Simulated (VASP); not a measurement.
OSZICAR of a VASP run on SiC (zinc blende):

File OSZICAR:
```
       N       E                     dE             d eps       ncg     rms          rms(c)
DAV:   1    -0.184474999493E+02   -0.18447E+02   -0.35514E-01   480   0.498E+00    0.295E+00
DAV:   2    -0.184499461897E+02   -0.24462E-02   -0.53426E-03   680   0.654E-01    0.193E+00
DAV:   3    -0.184494717611E+02    0.47443E-03   -0.30869E-04   640   0.145E-01    0.112E+00
DAV:   4    -0.184493023995E+02    0.16936E-03   -0.89800E-05   584   0.726E-02    0.639E-01
DAV:   5    -0.184492476159E+02    0.54784E-04   -0.24746E-05   576   0.424E-02    0.365E-01
DAV:   6    -0.184492294478E+02    0.18168E-04   -0.67330E-06   592   0.251E-02    0.208E-01
DAV:   7    -0.184492235022E+02    0.59456E-05   -0.20820E-06   496   0.147E-02    0.120E-01
DAV:   8    -0.184492216082E+02    0.18940E-05   -0.63435E-07   256   0.838E-03    0.693E-02
DAV:   9    -0.184492210383E+02    0.56998E-06   -0.27054E-07   248   0.574E-03
   1 F= -.18449221E+02 E0= -.18449221E+02  d E =-.453482E-11
```

Problem. Which electronic solver shows in the log?

Solution. It is blocked Davidson (ALGO = Normal, or the opening steps of other solvers). The INCAR had ALGO = Normal.

Problem. Can the final energy be trusted as converged?

Solution. Self-consistency was reached. It stopped with EDIFF = 1E-6, NELM = 60 (PBE0 hybrid, plane waves, VASP's PBE PAW potentials (set 64)).

The compound is SiC in the zinc blende structure. This cell is one point of a volume scan, at 0.94 of the reference volume. The cell's shape comes from a PBE relaxation.
